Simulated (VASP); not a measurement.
VASP runs on CdTe (zinc blende) share one base input (PBE GGA, plane waves, VASP's PBE PAW potentials (set 64)) and change the settings named in each case.

### POSCAR
```
CdTe
1
    0.0000000000     3.2400000000     3.2400000000
    3.2400000000     0.0000000000     3.2400000000
    3.2400000000     3.2400000000     0.0000000000
Cd Te
1 1
Direct
  0.0000000000   0.0000000000   0.0000000000
  0.2500000000   0.2500000000   0.2500000000
```

### KPOINTS
```
Regular mesh
0
gamma
 6 6 6
```

INCAR:
```
ISIF  =  2   # forces and stress, cell fixed
ISMEAR  =  0
SIGMA  =  0.05   # width (eV)
LMAXMIX  =  4   # l cut-off of mixed one-centre charges
LREAL  =  F   # projection in real space or not
LWAVE  =  F
NELM  =  100
ALGO  =  Normal
LCHARG  =  F
SYSTEM  =  CdTe
LASPH  =  T   # aspherical one-centre terms
GGA  =  PE   # PBE
PREC  =  Accurate
ENCUT  =  400   # plane-wave cut-off (eV)
EDIFF  =  1E-6   # SCF stop (eV)
```

POTCAR, in this order: Cd Te (PBE.64 set). Program: vasp_std.

| change | E(σ→0) (eV/atom) | pressure (GPa) | plane waves |
|---|---|---|---|
| base run | -2.3838 | 2.43 | 1258 |
| ENCUT = 250 | -2.3739 | -1.09 | 624 |
| ENCUT = 300 | -2.3837 | 2.72 | 821 |
| ENCUT = 450 | -2.3845 | 2.64 | 1488 |
| ENCUT = 500 | -2.3847 | 2.74 | 1759 |
| ENCUT = 700 | -2.3847 | 2.73 | 2884 |
| ENCUT = 750 | -2.3847 | 2.74 | 3218 |
 Unless said otherwise, spin-orbit coupling is left out, though it shifts the bands of the heavy elements here.

Left out are runs that ran out of time, are held back, or changed the cell or the kind of run, fixed moments of cells without a moment, rows past the twelfth, gaps on odd meshes, pressures of charged cells and columns that move by less than the noise.

The compound is CdTe in the zinc blende structure. The cell was not relaxed at this level.
